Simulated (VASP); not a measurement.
Here is the system:

```
TaAs
1.0
    3.00001     0.00000     0.00000
   -1.50000     2.59808     0.00000
    0.00000     0.00000     9.27642
Ta As
2 2
Direct
  0.33333   0.66667   0.04740
  0.66667   0.33333   0.54740
  0.33333   0.66667   0.32760
  0.66667   0.33333   0.82760
```

All values below come from PBEsol GGA, VASP's PBE PAW potentials (set 64) (plane waves; VASP 6.6.1). Run with 400 eV cut-off, 13×13×4 Γ-centred mesh, tetrahedra with Blöchl corrections, potentials Ta_pv As.

The cores are frozen, which limits the accuracy of field gradients.

Question: Give the principal components of the electric field gradient (V/Å²) and the asymmetry η at each nucleus.

Answer: 
```csv
atom,Vxx,Vyy,Vzz,η
Ta1,10.9,10.9,-21.7,0.00
Ta2,10.9,10.9,-21.7,0.00
As3,100.5,100.5,-201.0,0.00
As4,100.5,100.5,-201.0,0.00
```

The structure was generated: TaAs was put into the wurtzite type (P6_3mc), which need not be its known phase. It was relaxed first, which changed the volume by -51 %.
